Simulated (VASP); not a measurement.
Data:

```yaml
crystal:
  lattice:
    - [4.29000, 0.00000, 0.00000]
    - [0.00000, 4.29000, 0.00000]
    - [0.00000, 0.00000, 4.29000]
  atoms:
    - { symbol: Cs, position: [0.00000, 0.00000, 0.00000] }
    - { symbol: Br, position: [0.50000, 0.50000, 0.50000] }
```

These are PBE GGA, VASP's PBE PAW potentials (set 64) (plane waves; VASP) values and carry that method's errors. Numerical set-up: 400 eV cut-off, 6×6×6 Γ-centred mesh, Gaussian smearing of 0.050 eV, potentials Cs_sv Br.

Unless said otherwise, spin-orbit coupling is left out, though it shifts the bands of the heavy elements here.

### Question
What does the run give for the energy per atom (σ→0), pressure, band gap (on the k-mesh) with the smallest direct gap where there is one?

### Answer

The band gap (on the k-mesh) is 4.51 eV and the smallest direct gap (on the k-mesh) comes out as 4.51 eV. The energy per atom (σ→0) is -3.003 eV/atom. The pressure comes out as 1.03 GPa.

Only differences to runs with the same potentials and settings are physical.

The compound is CsBr in the CsCl type structure. The cell was not relaxed at this level. The run is one of a series of settings (EDIFF = 1E-8 against the base run), some of them coarse on purpose.
